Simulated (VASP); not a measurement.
Data:

```
Li
1.0
   -1.55194     1.55194     1.55194
    1.55194    -1.55194     1.55194
    1.55194     1.55194    -1.55194
Li
1
Direct
  0.00000   0.00000   0.00000
```

Calculation: LDA (Ceperley-Alder, Perdew-Zunger), VASP's LDA PAW potentials (set 64) (plane waves; VASP). Numerical set-up: 620 eV cut-off, 16×16×16 Γ-centred mesh, first-order Methfessel-Paxton smearing of 0.10 eV, potentials Li_sv.

Energy and stress use the plane-wave basis of the starting cell.

The ions, cell shape and volume at an external pressure of 10.0 GPa are relaxed. Predict the relaxed structure.

```
Li
1.0
   -1.48685     1.48685     1.48685
    1.48685    -1.48685     1.48685
    1.48685     1.48685    -1.48685
Li
1
Direct
  0.00000   0.00000   0.00000
```
Space group Im-3m (229), at a tolerance of 0.03 Å.

How do energy and volume change from the first to the last step?

The energy (σ→0) changes by +83.4 meV/atom and the volume by -12.1 %, in 4 ionic steps.

The compound is Li in the bcc structure. This run relaxes it under an external pressure of 10 GPa. Symmetry was kept, so distortions that lower it aren't found.
